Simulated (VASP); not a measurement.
Output of a VASP run:

File OSZICAR:
```
       N       E                     dE             d eps       ncg     rms          rms(c)
DAV:   1     0.110561862811E+03    0.11056E+03   -0.96141E+03  1592   0.115E+03
DAV:   2    -0.119318935603E+02   -0.12249E+03   -0.12072E+03  1946   0.315E+02
DAV:   3    -0.147001084859E+02   -0.27682E+01   -0.27069E+01  1918   0.441E+01
DAV:   4    -0.147146071077E+02   -0.14499E-01   -0.14497E-01  1730   0.333E+00
DAV:   5    -0.147147026243E+02   -0.95517E-04   -0.95516E-04  1868   0.234E-01    0.139E+01
DAV:   6    -0.142666731075E+02    0.44803E+00   -0.21939E+00  1700   0.126E+01    0.495E+00
DAV:   7    -0.142329583273E+02    0.33715E-01   -0.11147E-01  1592   0.261E+00    0.295E+00
DAV:   8    -0.142249741306E+02    0.79842E-02   -0.35896E-02  1730   0.151E+00    0.262E-01
DAV:   9    -0.142249078383E+02    0.66292E-04   -0.61280E-04  1670   0.285E-01    0.897E-02
DAV:  10    -0.142249293610E+02   -0.21523E-04   -0.13521E-04  2140   0.124E-01    0.210E-02
DAV:  11    -0.142249321173E+02   -0.27563E-05   -0.32673E-06  1598   0.208E-02    0.382E-03
DAV:  12    -0.142249317514E+02    0.36591E-06   -0.10864E-07   814   0.253E-03
   1 F= -.14224932E+02 E0= -.14224696E+02  d E =-.142249E+02
       N       E                     dE             d eps       ncg     rms          rms(c)
DAV:   1    -0.142529816713E+02   -0.28050E-01   -0.70547E-01  1628   0.958E+00    0.154E+00
DAV:   2    -0.142271763307E+02    0.25805E-01   -0.10924E-01  1610   0.324E+00    0.287E-01
DAV:   3    -0.142247081224E+02    0.24682E-02   -0.44812E-03  1640   0.483E-01    0.139E-01
DAV:   4    -0.142243619008E+02    0.34622E-03   -0.21259E-03  1658   0.425E-01    0.923E-02
DAV:   5    -0.142244155276E+02   -0.53627E-04   -0.29140E-05  1676   0.492E-02    0.287E-02
DAV:   6    -0.142244245926E+02   -0.90650E-05   -0.79354E-06  1706   0.216E-02    0.226E-03
DAV:   7    -0.142244244013E+02    0.19124E-06   -0.25440E-07   844   0.397E-03
   2 F= -.14224424E+02 E0= -.14224192E+02  d E =0.507350E-03
       N       E                     dE             d eps       ncg     rms          rms(c)
DAV:   1    -0.142359258466E+02   -0.11501E-01   -0.26190E-01  1628   0.586E+00    0.897E-01
DAV:   2    -0.142263980545E+02    0.95278E-02   -0.42302E-02  1604   0.200E+00    0.180E-01
DAV:   3    -0.142254195955E+02    0.97846E-03   -0.18133E-03  1640   0.298E-01    0.851E-02
DAV:   4    -0.142252731657E+02    0.14643E-03   -0.83169E-04  1652   0.263E-01    0.494E-02
DAV:   5    -0.142252825937E+02   -0.94279E-05   -0.13512E-05  1694   0.315E-02    0.167E-02
DAV:   6    -0.142252807238E+02    0.18699E-05   -0.39433E-06  1652   0.144E-02    0.148E-03
DAV:   7    -0.142252808935E+02   -0.16972E-06   -0.13789E-07   784   0.298E-03
   3 F= -.14225281E+02 E0= -.14225044E+02  d E =-.349142E-03
```

### OUTCAR
```
------------------------ aborting loop because EDIFF is reached ----------------------------------------
  FORCE on cell =-STRESS in cart. coord.  units (eV):
  Direction    XX          YY          ZZ          XY          YZ          ZX
  --------------------------------------------------------------------------------------
  Total        0.0014919      0.0014919      0.0014919     -0.0000000     -0.0000000      0.0000000
  in kB        0.0769196      0.0769196      0.0769196     -0.0000000     -0.0000000      0.0000000
  external PRESSURE =       0.0769196 kB  Pullay stress =       0.0000000 kB
  volume of cell :       31.07
      direct lattice vectors                 reciprocal lattice vectors
     3.143895043  0.000000000 -0.000000000     0.318076776  0.000000000 -0.000000000
     0.000000000  3.143895043  0.000000000     0.000000000  0.318076776  0.000000000
     0.000000000 -0.000000000  3.143895043     0.000000000 -0.000000000  0.318076776
 POSITION                                       TOTAL-FORCE (eV/Angst)
 -----------------------------------------------------------------------------------
      0.00000      0.00000      0.00000         0.000000     -0.000000      0.000000
      1.57195      1.57195      1.57195        -0.000000      0.000000      0.000000
 -----------------------------------------------------------------------------------
    total drift:                                0.000000      0.000000      0.000000
  FREE ENERGIE OF THE ION-ELECTRON SYSTEM (eV)
  ---------------------------------------------------
  free  energy   TOTEN  =       -14.2252808935 eV

  energy  without entropy=      -14.2245689147  energy(sigma->0) =      -14.22504357

 reached required accuracy - stopping structural energy minimisation
```
(Selected blocks of OUTCAR.)

**POSCAR**
```
MoSe
1
    3.1485480968     0.0000000000     0.0000000000
    0.0000000000     3.1485480968     0.0000000000
   -0.0000000000     0.0000000000     3.1485480968
Mo Se
1 1
Direct
  0.0000000000   0.0000000000   0.0000000000
  0.5000000000   0.5000000000   0.5000000000
```

Reconstruct the remaining input files.

One answer among several that fit: the input of the run itself, PBE GGA, plane waves, VASP's PBE PAW potentials (set 64).

KPOINTS:
```
Regular mesh
0
G
10 10 10
0 0 0
```

INCAR:
```
SYSTEM=MoSe
PREC=Accurate; ENCUT=400; LREAL=.FALSE.
LASPH=.TRUE.
EDIFF=1E-6; NELM=100; ALGO=Normal
LMAXMIX=4
ISMEAR=1; SIGMA=0.1
GGA=PE
IBRION=2; NSW=60; ISIF=3
EDIFFG=-0.01
LWAVE=.FALSE.; LCHARG=.FALSE.
```

POTCAR, in this order: Mo_sv Se (PBE.64 set). Program: vasp_std.

The structure was generated: MoSe was put into the CsCl type type (Pm-3m), which need not be its known phase. This run relaxes it. Symmetry was kept, so distortions that lower it aren't found. The start is the result of an earlier pass.
